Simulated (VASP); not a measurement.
```xyz
5
Lattice="6.2209 0.0000 0.0000 0.0000 6.2209 0.0000 0.0000 0.0000 6.2209" Properties=species:S:1:pos:R:3 pbc="T T T"
Cs     0.0000     0.0000     0.0000
I      0.0000     3.1105     3.1105
I      3.1105     0.0000     3.1105
I      3.1105     3.1105     0.0000
Sn     3.1105     3.1105     3.1105
```

Computed with SCAN meta-GGA, VASP's PBE PAW potentials (set 64) (plane waves; VASP 6.6.1). Numerical set-up: 400 eV cut-off, 4×4×4 Γ-centred mesh, tetrahedra with Blöchl corrections, potentials Cs_sv I Sn_d.

Unless said otherwise, spin-orbit coupling is left out, though it shifts the bands of the heavy elements here.

Question: Give the energies of bands 13 to 25 at the high-symmetry points, in eV from the valence-band maximum.

Answer: 
```tsv
band	Γ	X	M	R
13	-6.56	-7.47	-8.21	-8.91
14	-4.88	-4.76	-4.60	-3.44
15	-4.88	-4.76	-3.60	-3.44
16	-4.88	-3.21	-2.85	-3.44
17	-2.49	-2.72	-2.85	-2.61
18	-2.49	-2.72	-2.79	-2.61
19	-2.49	-2.65	-2.79	-1.88
20	-2.33	-2.45	-2.62	-1.88
21	-2.33	-2.45	-1.90	-1.88
22	-2.33	-1.64	-0.81	0.00
23	2.59	1.15	0.84	0.43
24	3.41	4.13	0.84	0.43
25	3.41	4.26	4.22	0.43
```

The gap is direct, 0.43 eV, from the valence maximum at R to the conduction minimum at R.

The structure comes from a measured CsSnI3 entry (Pm-3m) of the Crystallography Open Database, whose conditions weren't checked. It was relaxed first.
